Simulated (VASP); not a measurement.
An input for Quantum ESPRESSO's pw.x (written as the equivalent of a VASP run, and not itself run):

```
&CONTROL
  calculation = 'vc-relax'
  pseudo_dir = './pseudo'
  outdir = './out'
  tprnfor = .true.
  tstress = .true.
  nstep = 40
  forc_conv_thr = 0.00078
/
&SYSTEM
  ibrav = 0
  nat = 6
  ntyp = 3
  ecutwfc = 96
  occupations = 'smearing'
  smearing = 'gaussian'
  degauss = 0.003675
  input_dft = 'pbe'
  nspin = 2
  starting_magnetization(1) = 0.45
  starting_magnetization(2) = -0.45
/
&ELECTRONS
  conv_thr = 7.3e-08
  electron_maxstep = 100
/
&IONS
/
&CELL
  press = 50
/
ATOMIC_SPECIES
  Mn1 54.938 Mn.upf
  Mn2 54.938 Mn.upf
  F 18.998 F.upf
CELL_PARAMETERS angstrom
     4.8303012   -0.0000000    0.0000000
     0.0000000    4.8303012    0.0000000
     0.0000000    0.0000000    3.2827837
ATOMIC_POSITIONS crystal
  Mn1  0.0000000  0.0000000  0.0000000
  Mn2  0.5000000  0.5000000  0.5000000
  F    0.3024577  0.3024577  0.0000000
  F    0.8024577  0.1975423  0.5000000
  F    0.1975423  0.8024577  0.5000000
  F    0.6975423  0.6975423  0.0000000
K_POINTS automatic
  5 5 7 0 0 0
```

Write the VASP files for the same calculation (PBE).

This is not unique; one that fits is 
### POSCAR
```
MnF2
1
    4.8303012453    -0.0000000000     0.0000000000
    0.0000000000     4.8303012453     0.0000000000
    0.0000000000     0.0000000000     3.2827836577
Mn F
2 4
Direct
  0.0000000000   0.0000000000   0.0000000000
  0.5000000000   0.5000000000   0.5000000000
  0.3024577034   0.3024577034   0.0000000000
  0.8024577034   0.1975422966   0.5000000000
  0.1975422966   0.8024577034   0.5000000000
  0.6975422966   0.6975422966   0.0000000000
```

### INCAR
```
SYSTEM  =  MnF2
PREC  =  Accurate; ENCUT  =  620; LREAL  =  F
LASPH  =  T
EDIFF  =  1E-6; NELM  =  100; ALGO  =  Normal
LMAXMIX  =  4
ISMEAR  =  0; SIGMA  =  0.05
GGA  =  PE
MAGMOM  =  4.5 -4.5 -0.0 0.0 0.0 -0.0
ISPIN  =  2
IBRION  =  2; NSW  =  40; ISIF  =  3
EDIFFG  =  -0.02; PSTRESS  =  50
LWAVE  =  F; LCHARG  =  F; LORBIT  =  10
```

### KPOINTS
```
K-points
0
G
  5 5 7
0 0 0
```

POTCAR, in this order: Mn_pv F (PBE.64 set). Program: vasp_std.

The two are equivalent in intent, not identical: the potentials are each code's own (VASP's PAW set, PseudoDojo norm-conserving files in pw.x), so ENCUT and ecutwfc are chosen apart and not converted; conv_thr bounds pw.x's estimated SCF error, while EDIFF bounds the energy change between steps; starting_magnetization is a fraction of the valence charge and MAGMOM a moment in μB, so they match only roughly; forc_conv_thr acts on force components and is met together with etot_conv_thr.

The compound is MnF2 in the rutile structure. It was relaxed first under an external pressure of 5 GPa.
